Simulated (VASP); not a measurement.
Crystal: Ru.

```
Ru
1.0
     2.70580    0.00000    0.00000
    -1.35290    2.34329    0.00000
     0.00000    0.00000    4.28190
Ru
2
Direct
  0.33333 0.66667 0.25000
  0.66667 0.33333 0.75000
```

- Program: VASP 6.6.1
- Task: relaxation of cell and atoms
- Functional: PBEsol
- Potentials or basis: VASP PAW PBE potentials, release 64 (Ru_pv)
- Cutoff: 600 eV
- k mesh: 15 × 15 × 9
- Occupations: methfessel-paxton, width 0.1 eV
- Spin: no spin polarisation

At the start: pressure -6.5 GPa; volume 13.57 Å³/atom.

How do energy, volume and symmetry change on relaxing?

Over 7 steps the energy falls by 5.4 meV/atom and the volume is 13.32 Å³/atom (-1.9 %); space group P6_3/mmc (No. 194, to 0.05 Å).

The path:
```tsv
step	energy change (eV)	largest force (eV/Å)	pressure (GPa)	volume (Å³)
1	0.0000	0.0000	-6.50	27.15
2	0.1056	0.0000	25.00	25.04
3	-0.0108	0.0000	-0.16	26.64
4	-0.0108	0.0000	-0.02	26.63
5	-0.0108	0.0000	0.12	26.62
6	-0.0108	0.0000	-0.38	26.65
7	-0.0108	0.0000	-0.04	26.63
```

Final structure:
```
CELL_PARAMETERS angstrom
2.68826 0.00000 0.00000
-1.34413 2.32811 0.00000
0.00000 0.00000 4.25530
ATOMIC_POSITIONS crystal
Ru 0.33333 0.66667 0.25000
Ru 0.66667 0.33333 0.75000
```

Caveat: the PAW data sets were made with another functional, which shifts forces and pressure a little.
